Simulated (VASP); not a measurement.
Input of a VASP 6.6.1 run:

INCAR

```
  PREC = Accurate
  ENCUT = 520
  EDIFF = 1E-7
  ISMEAR = -1
  SIGMA = 0.02
  LREAL = Auto
  LASPH = T
  NELM = 100
  ALGO = Normal
  ISIF = 2
  LWAVE = F
  LCHARG = F
  GGA = PE
  IVDW = 12
  NBANDS = 38
```

File KPOINTS:

```
regular mesh
0
Gamma
  1 1 1
```

The input POSCAR:

```
H8SO6
1.0
    5.5891800000      0.0000000000      0.0000000000
    0.0000000000      5.5891800000      0.0000000000
    0.0000000000      0.0000000000      5.5891800000
O H S
6 8 1
Direct
    0.8241459391     -0.0142060195      0.2871440891
    0.2105317775      0.1338121156      0.4988209362
    0.2699859371      0.6682017756      0.4534296623
    0.5111125424      0.2638311881      1.0993920396
    0.6152244157      0.8226609270      0.8184026995
    0.9921133333      0.6292157347      0.9091494638
    0.9790881668      0.0534783278      0.3650624958
    0.7877005214     -0.1416665772      0.3857810985
    0.2219824733      0.1652478539      0.6594527283
    0.2722581846     -0.0306663947      0.4932387220
    0.2986484601      0.5323678965      0.3412128434
    0.2124819741      0.5912674131      0.5932176097
    0.6216296487      0.1533498653      1.1964545783
    0.4003449522      0.1512744267      1.0211694739
    0.7669461352      0.6955939870      0.9900915698
```

Potentials or basis: VASP PAW PBE potentials, release 64 (O, H, S).

The run is started by

```bash
$ cat potpaw_PBE.64/O/POTCAR potpaw_PBE.64/H/POTCAR potpaw_PBE.64/S/POTCAR > POTCAR
$ mpirun -np 1 vasp_gam > vasp.out
```

Q: Estimate the pressure.

A: 4.4 GPa.

Q: Estimate the largest force.

A: 4.595 eV/Å.

Forces in eV/Å, atoms in the order of the input:
```
O    1.715  2.429 -0.994
O   -0.327 -0.856 -2.461
O    0.664 -0.689 -2.071
O   -0.168 -0.370  0.186
O    0.270 -0.018  0.103
O    4.121 -1.371 -1.500
H   -0.541  0.135 -0.147
H   -0.994 -2.204  2.088
H   -0.118  0.994  3.200
H    0.268 -0.295 -0.439
H    0.156  0.853  0.333
H   -0.470 -0.301  1.324
H   -0.640  0.797 -0.637
H    0.466  0.327  0.252
S   -4.403  0.570  0.763
```
